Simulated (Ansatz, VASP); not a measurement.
**FeMo in two plane-wave programs**

Aim: how closely do two programs agree when they are given the same cell, functional and k mesh? The cell is invented: As first built, before any earlier steps moved the atoms (in the runner's words): it takes the FeRu structure with some of its atoms replaced by other elements, volume scaled by an estimate. It may not be a known or stable phase. The cell is a member of a volume series, scaled by 0.94 from a relaxed one, so a pressure remains.

Main program and level: Ansatz 0.2.0; plane waves, with VASP 6.6.1 beside it; single point at LDA.

## Step 1: The structure

It takes space group P-6m2 (No. 187, hexagonal). Conventional cell: a = 2.588 Å, b = 2.588 Å, c = 4.040 Å, α = 90.00°, β = 90.00°, γ = 120.00°. Nearest to Mo lie 6 Fe at 2.51 Å and 6 Mo at 2.59 Å. Nearest to Fe lie 6 Mo at 2.51 Å and 6 Fe at 2.59 Å. As first built, before any earlier steps moved the atoms (in the runner's words): sites of the FeRu structure (space group 187) filled with other elements, volume scaled by an estimate. Farther neighbours are not listed.

As a file:

```cif
data_structure
_symmetry_space_group_name_H-M 'P-6m2'
_symmetry_Int_Tables_number 187
_cell_length_a 2.5883
_cell_length_b 2.5883
_cell_length_c 4.0396
_cell_angle_alpha 90.000
_cell_angle_beta 90.000
_cell_angle_gamma 120.000
_cell_volume 23.44
loop_
_atom_site_label
_atom_site_type_symbol
_atom_site_symmetry_multiplicity
_atom_site_Wyckoff_symbol
_atom_site_fract_x
_atom_site_fract_y
_atom_site_fract_z
_atom_site_occupancy
Mo1 Mo 1 e 0.66667 0.33333 0.00000 1
Fe1 Fe 1 b 0.00000 0.00000 0.50000 1
```

## Step 2: VASP: single point, LDA, volume scaled by 0.94

With cell and atoms fixed, the geometry can't cause a difference; cores, projectors, grids and the points listed under the comparison can.

Lines of VASP's logs that name or quote its potential files are left out, and so is its time.

Input file INCAR:

```
SYSTEM = FeMo
PREC = Accurate
ENCUT = 400
EDIFF = 1E-06
NELM = 100
ISMEAR = -1
SIGMA = 0.05
LREAL = .FALSE.
ALGO = Normal
GGA = CA
NBANDS = 18
ISPIN = 2
MAGMOM = 1 3
LMAXMIX = 4
LORBIT = 11
LWAVE = .FALSE.
LCHARG = .FALSE.
ISIF = 2
```

Input file POSCAR:

```
FeMo
1.0
    2.5882861592     -0.0000000263      0.0000000000
   -1.2941426354      2.2415216856      0.0000000000
    0.0000000000      0.0000000000      4.0395970061
Mo Fe
1 1
Direct
    0.6666666700      0.3333333300      0.0000000000
    0.0000000000      0.0000000000      0.5000000000
```

Input file KPOINTS:

```
Automatic mesh
0
Gamma
10 10 6
0 0 0
```

Potentials, in the order of the species: Mo_sv and Fe (LDA family, release 64).

On the command line:

```console
mpirun -np 1 vasp_std
```

Numbers of over 12 decimals in the logs are rounded to 6 here.

Output:

```text
[banner, memory and clock lines left out]
running    1 mpi-ranks, on    1 nodes
 distrk:  each k-point on    1 cores,    1 groups
 distr:  one band on    1 cores,    1 groups

 POSCAR found type information on POSCAR MoFe
 POSCAR found :  2 types and       2 ions
 LDA part: xc-table for (Slater(with rela. corr.)+CA(PZ))
 , standard interpolation
 POSCAR, INCAR and KPOINTS ok, starting setup
 FFT: planning ... GRIDC
 FFT: planning ... GRID_SOFT
 FFT: planning ... GRID
 WAVECAR not read
 entering main loop
       N       E                     dE             d eps       ncg     rms          rms(c)
DAV:   1     0.159745589476E+03    0.15975E+03   -0.10773E+04  4136   0.125E+03
DAV:   2    -0.181073767560E+02   -0.17785E+03   -0.17219E+03  4188   0.350E+02
DAV:   3    -0.226149224109E+02   -0.45075E+01   -0.44224E+01  4514   0.675E+01
DAV:   4    -0.226688824451E+02   -0.53960E-01   -0.53930E-01  4556   0.713E+00
DAV:   5    -0.226698972130E+02   -0.10148E-02   -0.10147E-02  4698   0.106E+00    0.285E+01
DAV:   6    -0.357396844407E+02   -0.13070E+02   -0.10917E+02  4632   0.121E+02    0.385E+01
DAV:   7    -0.209337148317E+02    0.14806E+02   -0.41193E+01  5088   0.836E+01    0.720E+00
DAV:   8    -0.209322011823E+02    0.15136E-02   -0.10462E+00  4956   0.788E+00    0.343E+00
DAV:   9    -0.208850373284E+02    0.47164E-01   -0.32703E-01  5604   0.602E+00    0.165E+00
DAV:  10    -0.208787308603E+02    0.63065E-02   -0.17339E-02  5566   0.115E+00    0.802E-01
DAV:  11    -0.208787112535E+02    0.19607E-04   -0.18768E-03  5928   0.440E-01    0.307E-01
DAV:  12    -0.208788349057E+02   -0.12365E-03   -0.33408E-04  6010   0.164E-01    0.121E-01
DAV:  13    -0.208788720585E+02   -0.37153E-04   -0.87497E-05  4946   0.803E-02    0.482E-02
DAV:  14    -0.208788854785E+02   -0.13420E-04   -0.10524E-04  5712   0.105E-01    0.309E-02
DAV:  15    -0.208788882580E+02   -0.27794E-05   -0.65718E-06  3776   0.261E-02    0.232E-02
DAV:  16    -0.208788918398E+02   -0.35818E-05   -0.15843E-05  4242   0.434E-02    0.139E-02
DAV:  17    -0.208788920089E+02   -0.16908E-06   -0.41533E-06  2424   0.189E-02
   1 F= -.20878892E+02 E0= -.20867557E+02  d E =-.226703E-01  mag=     0.0003
```

Parts of OUTCAR (step 2):

```text
ion  position               nearest neighbor table
   1  0.667  0.333  0.000-   2 2.51   2 2.51   2 2.51   2 2.51   2 2.51   2 2.51
   2  0.000  0.000  0.500-   1 2.51   1 2.51   1 2.51   1 2.51   1 2.51   1 2.51

  LATTYP: Found a hexagonal cell.
 ALAT       =     2.5882861592
 C/A-ratio  =     1.5607227167

 Subroutine GETGRP returns: Found 12 space group operations
 (whereof 12 operations were pure point group operations)

The static configuration has the point symmetry D_3h.

 Found     56 irreducible k-points:

   k-points           NKPTS =     56   k-points in BZ     NKDIM =     56   number of bands    NBANDS=     18

   dimension x,y,z NGX =    18 NGY =   18 NGZ =   28
   dimension x,y,z NGXF=    36 NGYF=   36 NGZF=   56

   ENCUT  =  400.0 eV  29.40 Ry    5.42 a.u.   4.22  4.22  6.59*2*pi/ulx,y,z

   NELECT =      22.0000    total number of electrons

 k-points in reciprocal lattice and weights: Automatic mesh
   0.00000000  0.00000000  0.00000000       0.002
   0.10000000  0.00000000  0.00000000       0.010
   0.20000000  0.00000000  0.00000000       0.010
   0.30000000  0.00000000  0.00000000       0.010
   0.40000000  0.00000000  0.00000000       0.010
   0.50000000  0.00000000  0.00000000       0.005
   0.10000000  0.10000000  0.00000000       0.010
   0.20000000  0.10000000  0.00000000       0.020
   0.30000000  0.10000000  0.00000000       0.020
[...]
0.40000000  0.20000000  0.50000000       0.010
   0.30000000  0.30000000  0.50000000       0.010

 average (electrostatic) potential at core
       1 -69.8302       2 -38.2406

 E-fermi :  11.3154

 spin component 1
 k-point     1 :       0.0000    0.0000    0.0000
  band No.  band energies     occupation
    ...
      9      10.2555      1.00000
     10      10.7637      0.99998
     11      10.7637      0.99998
     12      10.8185      0.99995
     13      10.8185      0.99995
     14      13.3692      0.00000
     15      14.7985      0.00000
     16      14.7985      0.00000
     17      23.5424      0.00000
     18      25.9070      0.00000

 k-point     2 :       0.1000    0.0000    0.0000
  band No.  band energies     occupation
    ...
      9      10.3910      1.00000
     10      10.5246      1.00000
     11      10.6791      1.00000
     12      10.8068      0.99996
     13      11.1358      0.97321
     14      11.9577      0.00000
     15      14.8108      0.00000
     16      16.5653      0.00000
     17      23.4949      0.00000
     18      26.9307      0.00000

 k-point     3 :       0.2000    0.0000    0.0000
  band No.  band energies     occupation
    ...
      8       9.2952      1.00000
      9      10.1853      1.00000
     10      10.3363      1.00000
     11      10.7221      0.99999
     12      11.0582      0.99420
     13      11.4348      0.08416
     14      12.3089      0.00000
     15      14.8297      0.00000
     16      18.9104      0.00000
     17      23.2754      0.00000
    ...

 k-point     4 :       0.3000    0.0000    0.0000
  band No.  band energies     occupation
    ...
      7       7.8839      1.00000
      8       9.1066      1.00000
      9       9.9487      1.00000
     10      10.3289      1.00000
     11      10.7021      1.00000
     12      11.3682      0.25809
     13      12.7763      0.00000
     14      14.1446      0.00000
     15      14.8336      0.00000
     16      21.0398      0.00000
    ...

 k-point     5 :       0.4000    0.0000    0.0000
  band No.  band energies     occupation
    ...
      7       7.0947      1.00000
      8       9.6195      1.00000
      9       9.6587      1.00000
     10      10.4951      1.00000
     11      10.7336      0.99999
     12      11.9247      0.00001
     13      14.6147      0.00000
     14      14.8256      0.00000
     15      16.1338      0.00000
     16      20.7487      0.00000
    ...

 k-point     6 :       0.5000    0.0000    0.0000
  band No.  band energies     occupation
    ...
      7       7.2919      1.00000
      8       9.5527      1.00000
      9      10.0503      1.00000
     10      10.4240      1.00000
     11      10.9040      0.99973
     12      12.1505      0.00000
     13      14.8206      0.00000
     14      15.4744      0.00000
     15      17.1366      0.00000
     16      19.9476      0.00000
    ...

  Total        2.9421139      2.9421142      3.0482734      0.0000006     -0.0000000      0.0000000
  in kB      201.1299719    201.1299910    208.3872875      0.0000378     -0.0000000      0.0000000
  external PRESSURE =     203.5490835 kB  Pullay stress =       0.0000000 kB

  energy-cutoff  :      400.00
  volume of cell :       23.44
      direct lattice vectors                 reciprocal lattice vectors
     2.588286159 -0.000000026  0.000000000     0.386356046  0.223062679  0.000000000
    -1.294142635  2.241521686  0.000000000     0.000000005  0.446125510  0.000000000
     0.000000000  0.000000000  4.039597006     0.000000000  0.000000000  0.247549446

 POSITION                                       TOTAL-FORCE (eV/Angst)
 -----------------------------------------------------------------------------------
      1.29414      0.74717      0.00000         0.000000     -0.000000      0.000000
      0.00000      0.00000      2.01980        -0.000000      0.000000      0.000000
 -----------------------------------------------------------------------------------
    total drift:                               -0.000019      0.000011      0.000000

  FREE ENERGIE OF THE ION-ELECTRON SYSTEM (eV)
  ---------------------------------------------------
  free  energy   TOTEN  =       -20.8788920089 eV

  energy  without entropy=      -20.8562217339  energy(sigma->0) =      -20.86755687

 total charge
# of ion       s       p       d       tot
------------------------------------------
    1        2.460   6.239   4.281  12.981
    2        0.536   0.612   6.447   7.596
--------------------------------------------------
tot          2.997   6.851  10.728  20.576

 magnetization (x)
# of ion       s       p       d       tot
------------------------------------------
    1       -0.000   0.000   0.000   0.000
    2       -0.000  -0.000   0.001   0.001
--------------------------------------------------
tot         -0.000   0.000   0.001   0.001

[... 6 further parts left out ...]
```

The moments of VASP's start collapse, so its state is non-magnetic. The scan keeps the cell's shape and the fractional positions fixed.

(Part 1 of 3 ends here.)

[Lines on the potential files, build, host, timing and source positions are cut from VASP's logs without a mark.]

[Logs are printed without paths, hosts, clocks, repeated set-up lines and the standing remarks that a program may print on its own settings, such as how far it seeks lower states.]

[Hosts, paths, dates, database ids (printed as entryN), source tags and the programs' standing remarks are cut or masked in the printed files.]
